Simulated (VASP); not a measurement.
```
CELL_PARAMETERS angstrom
      3.87524     0.00000     0.00000
      0.00000     3.87524     0.00000
      0.00000     0.00000     3.87524
ATOMIC_POSITIONS crystal
  Ti 0.00000 0.00000 0.00000
  Pt 0.00000 0.50000 0.50000
  Pt 0.50000 0.00000 0.50000
  Pt 0.50000 0.50000 0.00000
```

All values below come from PBEsol GGA, VASP's PBE PAW potentials (set 64) (plane waves; VASP 6.6.1). Numerical set-up: 500 eV cut-off, 8×8×8 Γ-centred mesh, first-order Methfessel-Paxton smearing of 0.10 eV, potentials Ti_sv Pt.

Task: The ions, cell shape and volume at an external pressure of 10.0 GPa are relaxed. What does this cell relax into?

Result: 
```
CELL_PARAMETERS angstrom
      3.85401     0.00000     0.00000
      0.00000     3.85401     0.00000
      0.00000     0.00000     3.85401
ATOMIC_POSITIONS crystal
  Ti 0.00000 0.00000 0.00000
  Pt 0.00000 0.50000 0.50000
  Pt 0.50000 0.00000 0.50000
  Pt 0.50000 0.50000 0.00000
```
Space group Pm-3m (221), at a tolerance of 0.03 Å.

Task: How do energy and volume change from the first to the last step?

Result: The energy (σ→0) changes by +10.9 meV/atom and the volume by -1.6 %, in 3 ionic steps.

```
step  E(σ→0) (eV)  max force (eV/Å)  pressure (GPa)  volume (Å³)
----  -----------  ----------------  --------------  -----------
1        -32.7385             0.000            4.91        58.20
2        -32.3643             0.000           28.15        54.39
3        -32.6950             0.000            9.90        57.24
```

The compound is Pt3Ti in the L1_2 structure. This run relaxes it under an external pressure of 10 GPa. Symmetry was kept, so distortions that lower it aren't found.
